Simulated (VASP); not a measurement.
VASP runs on Pt3Ti share one base input (PBEsol GGA, plane waves, VASP's PBE PAW potentials (set 64)) and change the settings named in each case.

### INCAR
```
SYSTEM = Pt3Ti
PREC = Accurate; ENCUT = 300; LREAL = F
LASPH = T
EDIFF = 1E-6; NELM = 100; ALGO = Normal
LMAXMIX = 6
ISMEAR = 0; SIGMA = 0.136
GGA = PS
ISIF = 2
LWAVE = F; LCHARG = F
```

KPOINTS:
```
Automatic mesh
0
Gamma
5 3 1
0 0 0
```

**POSCAR**
```
Pt3Ti
1
    3.9200000000     0.0000000000     0.0000000000
    0.0000000000     5.5437170000     0.0000000000
    0.0000000000     0.0000000000    20.1578000000
Ti Pt
2 6
Direct
 -0.0211390000   0.6038660000   0.4690280000
  0.0045160000   0.1403060000   0.6003630000
  0.5175980000   0.3857190000   0.3970140000
  0.0068690000   0.1237950000   0.4660280000
  0.4670800000   0.8728760000   0.3941970000
  0.5314570000   0.8925030000   0.5351310000
 -0.0083200000   0.6116020000   0.5997080000
  0.5019400000   0.3693330000   0.5385230000
```

POTCAR, in this order: Ti_sv Pt (PBE.64 set). Program: vasp_std.

```json
[
 {"change": "base run", "E(σ→0) (eV/atom)": "-7.2364", "largest force (eV/Å)": "1.926", "−TS (eV)": "-0.0749"},
 {"change": "NEDOS = 601, KPOINTS 8×5×1 Γ-centred mesh", "E(σ→0) (eV/atom)": "-7.2257", "largest force (eV/Å)": "1.948", "−TS (eV)": "-0.0691"},
 {"change": "NEDOS = 601, KPOINTS 10×6×1 Γ-centred mesh", "E(σ→0) (eV/atom)": "-7.2252", "largest force (eV/Å)": "1.933", "−TS (eV)": "-0.0732"},
 {"change": "NEDOS = 601, KPOINTS 8×5×1 Γ-centred mesh", "E(σ→0) (eV/atom)": "-7.2257", "largest force (eV/Å)": "1.948", "−TS (eV)": "-0.0691"}
]
```
 Energies of different potentials or functionals have different zeros.  The cell holds a wide vacuum, so values per volume refer to the whole cell. Unless said otherwise, spin-orbit coupling is left out, though it shifts the bands of the heavy elements here.

Left out are runs that ran out of time, are held back, or changed the cell or the kind of run, fixed moments of cells without a moment, rows past the twelfth, gaps on odd meshes, pressures of charged cells and columns that move by less than the noise.

The cell is a sheet or thin cut with vacuum, built from a generated structure.
